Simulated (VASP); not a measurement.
Given:

```xyz
2
Lattice="1.3449 -2.3294 0.0000 1.3449 2.3294 0.0000 0.0000 0.0000 4.2421" Properties=species:S:1:pos:R:3 pbc="T T T"
Ru     1.3449     0.7765     1.0605
Ru     1.3449    -0.8765     3.1816
```

Calculation: PBEsol GGA, VASP's PBE PAW potentials (set 64) (plane waves; VASP). Settings: 480 eV cut-off, 14×14×8 Γ-centred mesh, first-order Methfessel-Paxton smearing of 0.10 eV, potentials Ru_pv.

Question: Give the force on each atom (eV/Å).

Answer: 
```tsv
atom	Fx	Fy	Fz
Ru1	0.000	-0.701	0.000
Ru2	0.000	0.701	0.000
```

Question: Give the stress tensor in GPa (positive for a compressed cell).

Answer: 
```
 3.08   0.00   0.00
 0.00  -0.74   0.00
 0.00   0.00   1.60
```
The pressure is its mean diagonal, 1.31 GPa.

The compound is Ru in the hcp structure. This cell was strained or had an atom moved on purpose.
